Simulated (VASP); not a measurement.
# GW on InSe, part 2 of 3

How does the gap of InSe change from the starting functional to GW? The cell has space group R3m. The start is a cell from a database of measured crystal structures.

VASP 6.6.1, plane waves and PAW; the level of theory is named at each step.

So far, gap on the k-mesh (eV): step 3 (empty bands, k-mesh 4×4×4) 0.786.

## (4) G0W0, k-mesh 4×4×4

This step: G0W0 on r2SCAN; plane waves and PAW (In_d_GW, Se_GW) (VASP 6.6.1).

G0W0 keeps orbitals and screening fixed and shifts each of the lowest NBANDSGW levels once.

INCAR reads:

```
SYSTEM = InSe
PREC = Accurate
ENCUT = 300
ISMEAR = 0
SIGMA = 0.01
LREAL = .FALSE.
METAGGA = R2SCAN
LASPH = .TRUE.
NBANDS = 264
ALGO = EVGW0
NELMGW = 1
ENCUTGW = 100
NOMEGA = 48
PRECFOCK = Fast
NBANDSGW = 32
LWAVE = .FALSE.
LCHARG = .FALSE.
```

POSCAR reads:

```
InSe
1.0
    2.0000000000      1.1547005384      8.3166666667
   -2.0000000000      1.1547005384      8.3166666667
    0.0000000000     -2.3094010768      8.3166666667
In Se
2 2
Direct
    0.0000000000      0.0000000000      0.0000000000
    0.1122000000      0.1122000000      0.1122000000
    0.6155000000      0.6155000000      0.6155000000
    0.8300000000      0.8300000000      0.8300000000
```

KPOINTS reads:

```
Automatic mesh
0
Gamma
4 4 4
0 0 0
```

PAW data sets: In_d_GW and Se_GW (PBE family, release 64).

Started as:

```
> mpirun -np 8 vasp_std
```

What it wrote:

```text
[banner, memory and clock lines left out]
running    8 mpi-ranks, on    1 nodes
 distrk:  each k-point on    8 cores,    1 groups
 distr:  one band on    1 cores,    8 groups

 POSCAR found type information on POSCAR InSe
 POSCAR found :  2 types and       4 ions
 [... a notice as in an earlier step ...]

 [... a notice as in an earlier step ...]

|                                                                             |
|           W    W    AA    RRRRR   N    N  II  N    N   GGGG   !!!           |
|           W    W   A  A   R    R  NN   N  II  NN   N  G    G  !!!           |
|           W    W  A    A  R    R  N N  N  II  N N  N  G       !!!           |
|           W WW W  AAAAAA  RRRRR   N  N N  II  N  N N  G  GGG   !            |
|           WW  WW  A    A  R   R   N   NN  II  N   NN  G    G                |
|           W    W  A    A  R    R  N    N  II  N    N   GGGG   !!!           |
|                                                                             |
|     The default for ENCUTGWSOFT is different in this version of VASP.       |
|     please manually set ENCUTGWSOFT =100 in the INCAR file.                 |
|                                                                             |

 LDA part: xc-table for (None), standard interpolation
 found WAVECAR, reading the header
 POSCAR, INCAR and KPOINTS ok, starting setup
 FFT: planning ... GRIDC
 FFT: planning ... GRID_SOFT
 FFT: planning ... GRID
 reading WAVECAR
 the WAVECAR file was read successfully
 initial charge from wavefunction
 available memory per node:     32.07 GB, setting MAXMEM to     32843

 The Fermi energy was updated, please check that it is located mid-gap
 values below the HOMO (VB) or above the LUMO (CB) will cause erroneous energies
 E-fermi :   3.4971

 calculate exact exchange contribution
 the WAVEDER file was read successfully
energies w=
    0.000    0.000    0.342    0.000    0.684    0.000    1.022    0.000
    1.356    0.000    1.686    0.000    2.009    0.000    2.328    0.000
    2.640    0.000    2.946    0.000    3.247    0.000    3.543    0.000
    3.834    0.000    4.123    0.000    4.408    0.000    4.693    0.000
    4.977    0.000    5.262    0.000    5.549    0.000    5.840    0.000
    6.135    0.000    6.438    0.000    6.749    0.000    7.071    0.000
    7.405    0.000    7.756    0.000    8.125    0.000    8.517    0.000
    8.936    0.000    9.388    0.000    9.878    0.000   10.414    0.000
   11.008    0.000   11.671    0.000   12.419    0.000   13.274    0.000
   14.265    0.000   15.429    0.000   16.823    0.000   18.522    0.000
   20.646    0.000   23.378    0.000   27.022    0.000   32.122    0.000
   39.754    0.000   52.389    0.000   77.232    0.000  148.025    0.000
 responsefunction array rank=     280
 LDA part: xc-table for (None), standard interpolation

 min. memory requirement per mpi rank    285.8 MB, per node   2286.6 MB

 allocating   6 responsefunctions rank=   280
 shmem allocating  48 responsefunctions rank=   280
 response function shared by NCSHMEM nodes    1
 Doing            6  frequencies on each core in blocks of           48
NQ=   1    0.0000    0.0000    0.0000,
|.........|.........|.........|.........|.........|.........|.........|.........
 performed        815000 updates of chi_q(r,r)
 total number of BLAS operations        500.57 Gflops
NQ=   2    0.2500    0.0000    0.0000,
|.........|.........|.........|.........|.........|.........|.........|.........
 performed       2204000 updates of chi_q(r,r)
 total number of BLAS operations       1223.63 Gflops
NQ=   3    0.5000    0.0000    0.0000,
|.........|.........|.........|.........|.........|.........|.........|.........
 performed       3306000 updates of chi_q(r,r)
 total number of BLAS operations       1847.82 Gflops
NQ=   4    0.2500    0.2500    0.0000,
|.........|.........|.........|.........|.........|.........|.........|.........
 performed       4695000 updates of chi_q(r,r)
 total number of BLAS operations       2605.30 Gflops
NQ=   5    0.5000    0.2500    0.0000,
|.........|.........|.........|.........|.........|.........|.........|.........
 performed       6372000 updates of chi_q(r,r)
 total number of BLAS operations       3533.37 Gflops
NQ=   6   -0.2500    0.2500    0.0000,
|.........|.........|.........|.........|.........|.........|.........|.........
 performed       7880000 updates of chi_q(r,r)
 total number of BLAS operations       4342.76 Gflops
NQ=   7    0.5000    0.5000    0.0000,
|.........|.........|.........|.........|.........|.........|.........|.........
 performed       8982000 updates of chi_q(r,r)
 total number of BLAS operations       4911.90 Gflops
NQ=   8    0.2500    0.2500    0.2500,
|.........|.........|.........|.........|.........|.........|.........|.........
 performed       9915000 updates of chi_q(r,r)
 total number of BLAS operations       5440.45 Gflops
NQ=   9    0.5000    0.2500    0.2500,
|.........|.........|.........|.........|.........|.........|.........|.........
 performed      11304000 updates of chi_q(r,r)
 total number of BLAS operations       6186.37 Gflops
NQ=  10   -0.2500    0.2500    0.2500,
|.........|.........|.........|.........|.........|.........|.........|.........
 performed      12693000 updates of chi_q(r,r)
 total number of BLAS operations       6961.36 Gflops
NQ=  11    0.5000    0.5000    0.2500,
|.........|.........|.........|.........|.........|.........|.........|.........
 performed      14082000 updates of chi_q(r,r)
 total number of BLAS operations       7707.28 Gflops
NQ=  12   -0.2500    0.5000    0.2500,
|.........|.........|.........|.........|.........|.........|.........|.........
 performed      15657000 updates of chi_q(r,r)
 total number of BLAS operations       8572.63 Gflops
NQ=  13    0.5000    0.5000    0.5000,
|.........|.........|.........|.........|.........|.........|.........|.........
 performed      16472000 updates of chi_q(r,r)
 total number of BLAS operations       9034.24 Gflops
 resolving degeneracies of screened two electron integrals

 calculate QP shifts <psi_nk| G(iteration)W_0 |psi_nk>: iteration 1
 entering main loop
```

The job ended after 8.1 min (8 MPI ranks of Intel Xeon 6975P-C (Granite Rapids), shared host; peak memory 2.6 GiB).

From OUTCAR (step 4):

```text
The static configuration has the point symmetry C_3v.

 Found     13 irreducible k-points:

   k-points           NKPTS =     13   k-points in BZ     NKDIM =     64   number of bands    NBANDS=    264

   NELECT =      38.0000    total number of electrons

 E-fermi :   3.4971

 QP shifts <psi_nk| G(iteration)W_0 |psi_nk>: iteration 1
 for sc-GW calculations column KS-energies equals QP-energies in previous step
 and V_xc(KS)=  KS-energies - (<T + V_ion + V_H > + <T+V_H+V_ion>^1  + <V_x>^1)
 k-point   1 :       0.0000    0.0000    0.0000
  band No.  KS-energies  QP-energies   sigma(KS)   V_xc(KS)     V^pw_x(r,r')   Z            occupation Imag(sigma)
    ...
     16       1.6683       1.3794     -13.0300     -12.6449     -14.8530       0.7500       2.0000       0.1170
     17       1.6683       1.3794     -13.0300     -12.6449     -14.8530       0.7500       2.0000       0.1170
     18       1.7995       1.5095     -13.0636     -12.6775     -14.8261       0.7513       2.0000       0.1169
     19       1.7995       1.5095     -13.0636     -12.6775     -14.8261       0.7513       2.0000       0.1169
     20       5.1838       5.4907     -10.7830     -11.1834      -7.2301       0.7668       0.0000      -0.0111
     21       5.6399       5.7674      -9.4804      -9.6430      -5.6130       0.7841       0.0000      -0.0211
     22       7.7631       8.0012      -9.3963      -9.7081      -5.1263       0.7638       0.0000      -0.0463
     23       7.7631       8.0012      -9.3963      -9.7081      -5.1263       0.7638       0.0000      -0.0463
    ...

 k-point   2 :       0.2500    0.0000    0.0000
  band No.  KS-energies  QP-energies   sigma(KS)   V_xc(KS)     V^pw_x(r,r')   Z            occupation Imag(sigma)
    ...
     16       1.0206       0.6603     -12.2620     -11.7777     -14.0835       0.7440       2.0000       0.1238
     17       1.0611       0.7217     -12.7217     -12.2654     -14.6595       0.7437       2.0000       0.1218
     18       1.2493       0.9127     -12.7745     -12.3234     -14.6086       0.7460       2.0000       0.1198
     19       2.0024       1.6173     -11.9440     -11.4371     -13.2127       0.7597       2.0000       0.1054
     20       5.3704       5.5160      -9.1068      -9.2932      -5.4453       0.7813       0.0000      -0.0200
     21       5.5872       5.8813     -10.3940     -10.7760      -6.7290       0.7698       0.0000      -0.0071
     22       7.4912       7.5707      -8.8201      -8.9232      -4.7231       0.7718       0.0000      -0.0583
     23       7.7372       7.9434      -9.6465      -9.9171      -5.4446       0.7617       0.0000      -0.0570
    ...

 k-point   3 :       0.5000    0.0000    0.0000
  band No.  KS-energies  QP-energies   sigma(KS)   V_xc(KS)     V^pw_x(r,r')   Z            occupation Imag(sigma)
    ...
     16       0.5768       0.1803     -11.7588     -11.2185     -13.6729       0.7338       2.0000       0.1334
     17       0.6012       0.2332     -12.5672     -12.0684     -14.6326       0.7376       2.0000       0.1279
     18       0.7593       0.3882     -12.5405     -12.0396     -14.4802       0.7410       2.0000       0.1248
     19       1.3407       0.9281     -11.7663     -11.2204     -13.1493       0.7558       2.0000       0.1093
     20       4.4920       4.5918      -8.8761      -9.0031      -5.5553       0.7856       0.0000      -0.0218
     21       5.3788       5.6515     -10.2771     -10.6306      -6.5955       0.7718       0.0000      -0.0068
     22       7.0889       7.1795      -8.9036      -9.0211      -4.9284       0.7713       0.0000      -0.0543
     23       7.4500       7.5849      -9.1849      -9.3598      -5.1482       0.7710       0.0000      -0.0476
    ...

[... 7 parts as in an earlier step ...]

[... 5 further parts left out ...]
```

Numbers from this step:

```
quasiparticle gap on the mesh                 : 1.239 eV
smallest direct quasiparticle gap on the mesh : 1.239 eV
gap of the starting orbitals on the mesh      : 0.7865 eV
```

GW takes the gap from 0.786 to 1.239 eV. Spin-orbit coupling is left out. The value holds for 264 bands, ENCUTGW = 100 eV and this mesh, and isn't shown to be converged in them.

## (5) Ground state, k-mesh 6×6×6

This step: r2SCAN; plane waves and PAW (In_d_GW, Se_GW) (VASP 6.6.1).

Many-body steps start from the orbitals of a self-consistent run, here r2SCAN. EDIFF is tight for accurate orbitals, and a narrow smearing avoids fractional occupations.

INCAR reads:

```
SYSTEM = InSe
PREC = Accurate
ENCUT = 300
EDIFF = 1E-08
NELM = 100
ISMEAR = 0
SIGMA = 0.01
LREAL = .FALSE.
ALGO = Normal
METAGGA = R2SCAN
LASPH = .TRUE.
NBANDS = 25
LORBIT = 11
LWAVE = .TRUE.
LCHARG = .FALSE.
KPAR = 8
```

POSCAR is that of step 4.

KPOINTS reads:

```
Automatic mesh
0
Gamma
6 6 6
0 0 0
```

Started as:

```
> mpirun -np 8 vasp_std
```

What it wrote:

```text
[banner, memory and clock lines left out]
running    8 mpi-ranks, on    1 nodes
[...]
[... a notice as in an earlier step ...]

 [... a notice as in an earlier step ...]

 LDA part: xc-table for (None), standard interpolation
 POSCAR, INCAR and KPOINTS ok, starting setup
[...]
entering main loop
       N       E                     dE             d eps       ncg     rms          rms(c)
DAV:   1     0.347106419675E+03    0.34711E+03   -0.11605E+04  1822   0.218E+03
DAV:   2     0.927706935740E+01   -0.33783E+03   -0.32398E+03  2045   0.583E+02
DAV:   3    -0.728064980560E+02   -0.82084E+02   -0.80292E+02  2668   0.436E+02
DAV:   4    -0.849130810620E+02   -0.12107E+02   -0.12077E+02  3088   0.132E+02
[...]
DAV:  17    -0.763443724030E+02    0.23114E-07   -0.58444E-09  1376   0.205E-03    0.711E-05
DAV:  18    -0.763443724191E+02   -0.16109E-07   -0.37054E-09  1224   0.207E-03    0.669E-05
DAV:  19    -0.763443724102E+02    0.89103E-08   -0.19036E-09  1144   0.123E-03
   1 F= -.76344372E+02 E0= -.76344372E+02  d E =-.843586E-62
 writing wavefunctions
```

Elapsed: 1.7 min, on 8 MPI ranks; peak memory 3.1 GiB.

OUTCAR, selected parts (step 5):

```text
  Total        0.9090277      0.9090277      0.4527069     -0.0000000      0.0000000      0.0000000
  in kB       12.6382750     12.6382750      6.2940148     -0.0000000      0.0000000      0.0000000
  external PRESSURE =      10.5235216 kB  Pullay stress =       0.0000000 kB

 POSITION                                       TOTAL-FORCE (eV/Angst)
 -----------------------------------------------------------------------------------
      0.00000      0.00000      0.00000         0.000000      0.000000      0.095852
      0.00000      0.00000      2.79939         0.000000      0.000000     -0.090690
      0.00000      0.00000     15.35673         0.000000     -0.000000      0.064956
      0.00000      0.00000     20.70850         0.000000     -0.000000     -0.070119
 -----------------------------------------------------------------------------------
    total drift:                               -0.000000     -0.000000      0.001868

  FREE ENERGIE OF THE ION-ELECTRON SYSTEM (eV)
  ---------------------------------------------------
  free  energy   TOTEN  =       -76.3443724102 eV

  energy  without entropy=      -76.3443724102  energy(sigma->0) =      -76.34437241

[... 1 part as in an earlier step ...]

[... 2 further parts left out ...]
[key lines of the parts left out:]
E-fermi :   3.2079
```

Numbers from this step:

```
free energy (TOTEN)            : -76.3444 eV
Fermi energy                   : 3.208 eV
pressure                       : 1.052 GPa
gap on the k-mesh              : 0.7895 eV
least direct gap on the k-mesh : 0.7895 eV
```

The cell has a gap of 0.789 eV on this mesh. Spin-orbit coupling is left out, which can shift or reorder these edges. Forces of up to 0.096 eV/Å remain in these settings.

## (6) Empty bands, k-mesh 6×6×6

The empty bands are made again, for the run that follows.

INCAR reads:

```
SYSTEM = InSe
PREC = Accurate
ENCUT = 300
ISMEAR = 0
SIGMA = 0.01
LREAL = .FALSE.
METAGGA = R2SCAN
LASPH = .TRUE.
NBANDS = 264
ALGO = Exact
NELM = 1
LWAVE = .TRUE.
LCHARG = .FALSE.
LOPTICS = .TRUE.
NEDOS = 1000
CSHIFT = 0.1
```

POSCAR is that of step 5.

KPOINTS is that of step 5.

Started as:

```
> mpirun -np 8 vasp_std
```

What it wrote:

```text
[... set-up lines as in an earlier step ...]
 entering main loop
       N       E                     dE             d eps       ncg     rms          rms(c)
DIA:   1    -0.763443724136E+02   -0.76344E+02    0.00000E+00     0   0.000E+00
   1 F= -.76344372E+02 E0= -.76344372E+02  d E =-.212837E-73
 writing wavefunctions
 optical routines
 imaginary and real dielectric function
 direction            1
 direction            2
 direction            3
```

It took 2 min on 8 MPI ranks; peak memory 2.6 GiB; 13 min of CPU time.

From OUTCAR (step 6):

```text
  Total        0.9083657      0.9083657      0.4520982      0.0000000     -0.0000000      0.0000000
  in kB       12.6290709     12.6290709      6.2855523      0.0000000     -0.0000000      0.0000000
  external PRESSURE =      10.5145647 kB  Pullay stress =       0.0000000 kB

 POSITION                                       TOTAL-FORCE (eV/Angst)
 -----------------------------------------------------------------------------------
      0.00000      0.00000      0.00000         0.000000      0.000000      0.095903
      0.00000      0.00000      2.79939         0.000000      0.000000     -0.090743
      0.00000      0.00000     15.35673         0.000000     -0.000000      0.065006
      0.00000      0.00000     20.70850         0.000000      0.000000     -0.070167
 -----------------------------------------------------------------------------------
    total drift:                               -0.000000     -0.000000      0.001866

  FREE ENERGIE OF THE ION-ELECTRON SYSTEM (eV)
  ---------------------------------------------------
  free  energy   TOTEN  =       -76.3443724136 eV

  energy  without entropy=      -76.3443724136  energy(sigma->0) =      -76.34437241

[... 1 part as in an earlier step ...]

[... 2 further parts left out ...]
[key lines of the parts left out:]
E-fermi :   3.2190
```

(Continued in part 3 of 3.)

[Lines on the potential files, build, host, timing and source positions are cut from VASP's logs without a mark.]

[Logs are printed without paths, hosts, clocks, repeated set-up lines and the standing remarks that a program may print on its own settings, such as how far it seeks lower states.]

[Hosts, paths, dates, database ids (printed as entryN), source tags and the programs' standing remarks are cut or masked in the printed files.]

[Pressures printed for these runs are not shown converged in the cutoff: they can be off by several GPa and have the wrong sign.]
